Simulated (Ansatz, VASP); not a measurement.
# In2SeS (In2SSe, 2 layers, AA') in two plane-wave programs, part 2 of 2

Aim: how closely do two programs agree when they are given the same cell, functional and k mesh? The structure shown is the start of the Ansatz relaxation below; VASP solves that cell, so the two are compared at the walk's first step.

VASP 6.6.1 and Ansatz 0.2.0.

So far: The starting structure; Ansatz: relaxation, LDA.

### Step 3. VASP: single point, LDA, start cell

Level of this step: LDA; plane waves and PAW (Se, In_d, S) (VASP).

The same cell, functional (in two slightly different forms), mesh and smearing now go to VASP, with its own data sets.

Lines of VASP's logs that name or quote its potential files are left out, and so is its time.

The input, INCAR:

```
SYSTEM = In2SeS
PREC = Accurate
ENCUT = 400
EDIFF = 1E-06
NELM = 120
ISMEAR = -1
SIGMA = 0.05
LREAL = .FALSE.
ALGO = Normal
GGA = CA
NBANDS = 47
LORBIT = 11
LWAVE = .FALSE.
LCHARG = .FALSE.
ISIF = 2
LDIPOL = .TRUE.
IDIPOL = 3
DIPOL = 0.5 0.5 0.502
LVHAR = .TRUE.
LASPH = .TRUE.
GGA_COMPAT = .FALSE.
EFERMI = MIDGAP
NELMDL = -8
KPAR = 2
```

The input, POSCAR:

```
In2SeS
1.0
    4.0170000000      0.0000000000      0.0000000000
   -2.0085000000      3.4788240000      0.0000000000
    0.0000000000      0.0000000000     57.3609680000
Se In S
2 4 2
Direct
    0.3333333333      0.6666666667      0.3852794116
    0.0000000000      0.0000000000      0.5265860227
    0.0000000000      0.0000000000      0.4076305511
    0.0000000000      0.0000000000      0.4571415706
    0.3333333333      0.6666666667      0.5489371623
    0.3333333333      0.6666666667      0.5984481817
    0.3333333333      0.6666666667      0.4734139773
    0.0000000000      0.0000000000      0.6147205884
```

The input, KPOINTS:

```
Automatic mesh
0
Gamma
8 8 1
0 0 0
```

The projector-augmented-wave data sets are Se, In_d and S (LDA family, release 64).

Started as:

```sh
$ mpirun -np 2 vasp_std
```

Numbers of over 12 decimals in the logs are rounded to 6 here.

Output:

```text
[banner, memory and clock lines left out]
running    2 mpi-ranks, on    1 nodes
 distrk:  each k-point on    1 cores,    2 groups
 distr:  one band on    1 cores,    1 groups

 POSCAR found type information on POSCAR SeInS
 POSCAR found :  3 types and       8 ions
 LDA part: xc-table for (Slater(with rela. corr.)+CA(PZ))
 , standard interpolation
|                                                                             |
|           W    W    AA    RRRRR   N    N  II  N    N   GGGG   !!!           |
|           W    W   A  A   R    R  NN   N  II  NN   N  G    G  !!!           |
|           W    W  A    A  R    R  N N  N  II  N N  N  G       !!!           |
|           W WW W  AAAAAA  RRRRR   N  N N  II  N  N N  G  GGG   !            |
|           WW  WW  A    A  R   R   N   NN  II  N   NN  G    G                |
|           W    W  A    A  R    R  N    N  II  N    N   GGGG   !!!           |
|                                                                             |
|     One of the lattice vectors is very long (>50 A), but AMIN is rather     |
|     large. This can spoil convergence since charge sloshing might occur     |
|     along the long lattice vector. If problems with convergence are         |
|     observed, try to decrease AMIN to a smaller value (e.g. 0.01).          |
|     Note: This warning only applies if the self-consistency cycle is        |
|     used.                                                                   |
|                                                                             |

 POSCAR, INCAR and KPOINTS ok, starting setup
 FFT: planning ... GRIDC
 FFT: planning ... GRID_SOFT
 FFT: planning ... GRID
 WAVECAR not read
 entering main loop
       N       E                     dE             d eps       ncg     rms          rms(c)
DAV:   1     0.588598671441E+03    0.58860E+03   -0.27265E+04  1212   0.106E+03
DAV:   2     0.407408893115E+02   -0.54786E+03   -0.53800E+03  1120   0.300E+02
DAV:   3    -0.329531461709E+02   -0.73694E+02   -0.72960E+02  1233   0.141E+02
DAV:   4    -0.354106870147E+02   -0.24575E+01   -0.24496E+01  1114   0.308E+01
DAV:   5    -0.355052100457E+02   -0.94523E-01   -0.94484E-01  1290   0.577E+00
DAV:   6    -0.355102002266E+02   -0.49902E-02   -0.49900E-02  1427   0.113E+00
DAV:   7    -0.355103139490E+02   -0.11372E-03   -0.11372E-03  1467   0.160E-01
DAV:   8    -0.355103171725E+02   -0.32235E-05   -0.32229E-05  1444   0.274E-02    0.116E+01
DAV:   9    -0.342105029056E+02    0.12998E+01   -0.22449E+00  1336   0.226E+01    0.757E+00
DAV:  10    -0.341659361703E+02    0.44567E-01   -0.18909E+00  1294   0.927E+00    0.175E+00
DAV:  11    -0.341232001629E+02    0.42736E-01   -0.25415E-01  1424   0.563E+00    0.161E+00
DAV:  12    -0.341233872536E+02   -0.18709E-03   -0.39427E-02  1126   0.108E+00    0.887E-01
DAV:  13    -0.341233495651E+02    0.37689E-04   -0.53420E-03  1321   0.769E-01    0.480E-01
DAV:  14    -0.341228242610E+02    0.52530E-03   -0.26443E-03  1498   0.491E-01    0.129E-01
[...]
DAV:  23    -0.341230416474E+02   -0.32918E-04   -0.23156E-06   726   0.615E-03    0.286E-03
DAV:  24    -0.341230464026E+02   -0.47552E-05   -0.22253E-07   692   0.380E-03    0.271E-03
DAV:  25    -0.341230577217E+02   -0.11319E-04   -0.33912E-07   629   0.282E-03    0.162E-03
DAV:  26    -0.341230628848E+02   -0.51631E-05   -0.20973E-07   665   0.251E-03    0.126E-03
DAV:  27    -0.341230643151E+02   -0.14303E-05   -0.28165E-08   568   0.120E-03    0.962E-04
DAV:  28    -0.341230658019E+02   -0.14868E-05   -0.23056E-08   596   0.131E-03    0.361E-04
DAV:  29    -0.341230670384E+02   -0.12366E-05   -0.19901E-08   561   0.667E-04    0.241E-04
DAV:  30    -0.341230675460E+02   -0.50759E-06   -0.68000E-09   547   0.604E-04
   1 F= -.34123068E+02 E0= -.34122990E+02  d E =-.156052E-03
```

OUTCAR, selected parts (step 3):

```text
ion  position               nearest neighbor table
   1  0.333  0.667  0.385-   3 2.65   3 2.65   3 2.65
   2  0.000  0.000  0.527-   5 2.65   5 2.65   5 2.65
   3  0.000  0.000  0.408-   1 2.65   1 2.65   1 2.65   4 2.84
   4  0.000  0.000  0.457-   7 2.50   7 2.50   7 2.50   3 2.84
   5  0.333  0.667  0.549-   2 2.65   2 2.65   2 2.65   6 2.84
   6  0.333  0.667  0.598-   8 2.50   8 2.50   8 2.50   5 2.84
   7  0.333  0.667  0.473-   4 2.50   4 2.50   4 2.50
   8  0.000  0.000  0.615-   6 2.50   6 2.50   6 2.50

  LATTYP: Found a hexagonal cell.
 ALAT       =     4.0170000000
 C/A-ratio  =    14.2795538959

 Subroutine GETGRP returns: Found  6 space group operations
 (whereof  6 operations were pure point group operations)

The static configuration has the point symmetry C_3v.

 Found     10 irreducible k-points:

   k-points           NKPTS =     10   k-points in BZ     NKDIM =     10   number of bands    NBANDS=     47

   dimension x,y,z NGX =    28 NGY =   28 NGZ =  378
   dimension x,y,z NGXF=    56 NGYF=   56 NGZF=  756

   ENCUT  =  400.0 eV  29.40 Ry    5.42 a.u.   6.55  6.55 93.54*2*pi/ulx,y,z

   NELECT =      76.0000    total number of electrons

 k-points in reciprocal lattice and weights: Automatic mesh
   0.00000000  0.00000000  0.00000000       0.016
   0.12500000  0.00000000  0.00000000       0.094
   0.25000000  0.00000000  0.00000000       0.094
   0.37500000  0.00000000  0.00000000       0.094
   0.50000000  0.00000000  0.00000000       0.047
   0.12500000  0.12500000  0.00000000       0.094
   0.25000000  0.12500000  0.00000000       0.188
   0.37500000  0.12500000  0.00000000       0.188
   0.25000000  0.25000000  0.00000000       0.094
   0.37500000  0.25000000  0.00000000       0.094

 dipolmoment           0.000000      0.000000     -0.032128 electrons x Angstroem

 average (electrostatic) potential at core
       1 -66.7610       2 -66.9984       3-103.0958       4-103.4860       5-103.3056
       6-103.6831       7 -94.8407       8 -95.0101

 E-fermi :  -2.7345

 k-point     1 :       0.0000    0.0000    0.0000
  band No.  band energies     occupation
    ...
     34      -3.9301      2.00000
     35      -3.9301      2.00000
     36      -3.7004      2.00000
     37      -3.7004      2.00000
     38      -3.2884      1.99997
     39      -2.4872      0.01414
     40      -1.9187      0.00000
     41      -0.9366      0.00000
     42      -0.7202      0.00000
     43       1.2141      0.00000
    ...

 k-point     2 :       0.1250    0.0000    0.0000
  band No.  band energies     occupation
    ...
     34      -4.4749      2.00000
     35      -4.1053      2.00000
     36      -3.8789      2.00000
     37      -3.6019      2.00000
     38      -3.0785      1.99795
     39      -1.8493      0.00000
     40      -1.4323      0.00000
     41      -0.3157      0.00000
     42      -0.1248      0.00000
     43       0.6483      0.00000
    ...

 k-point     3 :       0.2500    0.0000    0.0000
  band No.  band energies     occupation
    ...
     34      -4.9590      2.00000
     35      -4.4800      2.00000
     36      -4.2580      2.00000
     37      -3.5378      2.00000
     38      -3.2937      1.99997
     39      -1.2475      0.00000
     40      -1.0188      0.00000
     41      -0.6487      0.00000
     42      -0.4040      0.00000
     43       0.9906      0.00000
    ...

  Total       -2.6563866     -2.6563866     -2.1338136     -0.0000000      0.0000000      0.0000000
  in kB       -5.3094692     -5.3094691     -4.2649731     -0.0000000      0.0000000      0.0000000
  external PRESSURE =      -4.9613038 kB  Pullay stress =       0.0000000 kB

  energy-cutoff  :      400.00
  volume of cell :      801.59
      direct lattice vectors                 reciprocal lattice vectors
     4.017000000  0.000000000  0.000000000     0.248941997  0.143726731  0.000000000
    -2.008500000  3.478824000  0.000000000     0.000000000  0.287453461  0.000000000
     0.000000000  0.000000000 57.360968000     0.000000000  0.000000000  0.017433458

 POSITION                                       TOTAL-FORCE (eV/Angst)
 -----------------------------------------------------------------------------------
     -0.00000      2.31922     22.10000         0.000000      0.000000      0.279113
      0.00000      0.00000     30.20548        -0.000000      0.000000      0.210959
      0.00000      0.00000     23.38208         0.000000      0.000000      0.113322
      0.00000      0.00000     26.22208         0.000000      0.000000     -0.982783
     -0.00000      2.31922     31.48757        -0.000000     -0.000000      0.104640
     -0.00000      2.31922     34.32757         0.000000     -0.000000     -1.005168
     -0.00000      2.31922     27.15548         0.000000      0.000000      0.663961
      0.00000      0.00000     35.26097         0.000000      0.000000      0.615957
 -----------------------------------------------------------------------------------
    total drift:                                0.000000     -0.000001     -0.000889

  FREE ENERGIE OF THE ION-ELECTRON SYSTEM (eV)
  ---------------------------------------------------
  free  energy   TOTEN  =       -34.1230675460 eV

  energy  without entropy=      -34.1229114941  energy(sigma->0) =      -34.12298952

 vacuum level on the upper side and lower side of the slab         2.494         2.910

 total charge
# of ion       s       p       d       tot
------------------------------------------
    1        1.476   2.325   0.022   3.823
    2        1.478   2.321   0.023   3.822
    3        0.876   0.667   9.879  11.423
    4        0.856   0.684   9.899  11.439
    5        0.878   0.666   9.879  11.423
    6        0.857   0.684   9.899  11.441
    7        1.344   2.357   0.000   3.701
    8        1.342   2.362   0.000   3.704
--------------------------------------------------
tot          9.108  12.067  39.601  60.776

[... 3 further parts left out ...]
```

### Step 4. Comparison

Known differences besides the potentials themselves: the two LDA forms differ slightly; Ansatz cuts the interaction across the vacuum, VASP repeats the sheet with a dipole correction; the data sets hold 96 valence electrons in Ansatz (on its default PAW (the set named soft_2) files) and 76 in VASP; the cutoff is 420 eV in Ansatz and 400 eV in VASP; VASP's log shows a relativistic correction to its local exchange, Ansatz's none. Total energies have different zeros and are not compared.

Forces (eV/Å; atoms numbered as in POSCAR):

```tsv
atom	Ansatz x, y, z	VASP x, y, z
Se1	0.000, 0.000, 0.306	0.000, 0.000, 0.279
Se2	0.000, 0.000, 0.237	0.000, 0.000, 0.211
In3	0.000, 0.000, 0.100	0.000, 0.000, 0.113
In4	0.000, 0.000, -0.979	0.000, 0.000, -0.983
In5	0.000, 0.000, 0.088	0.000, 0.000, 0.105
In6	0.000, 0.000, -0.999	0.000, 0.000, -1.005
S7	0.000, 0.000, 0.648	0.000, 0.000, 0.664
S8	0.000, 0.000, 0.599	0.000, 0.000, 0.616
```

The forces differ by 10 meV/Å r.m.s., which is 2.9 % of the r.m.s. force of 0.350 eV/Å (both taken over all components). With vacuum in the cell, a pressure given here is an average over mostly empty space and none of the material.

### Step 5. What came out

- r.m.s. force difference (single point, LDA, start cell): 2.9 % of the r.m.s. force

**Reading.** The r.m.s. force difference is 2.9 % of the r.m.s. force (single point, LDA, start cell), at about the 3 % picked in this series as the mark of a large difference. The data sets hold unlike numbers of valence electrons (96 in Ansatz and 76 in VASP), so part of the differences comes from the potentials. 1 further run of this series is not shown here. Such differences can come from data sets, numerical settings and the points named under the comparisons, not from the functional's error against experiment.

[Lines on the potential files, build, host, timing and source positions are cut from VASP's logs without a mark.]

[Logs are printed without paths, hosts, clocks, repeated set-up lines and the standing remarks that a program may print on its own settings, such as how far it seeks lower states.]

[Hosts, paths, dates, database ids (printed as entryN), source tags and the programs' standing remarks are cut or masked in the printed files.]
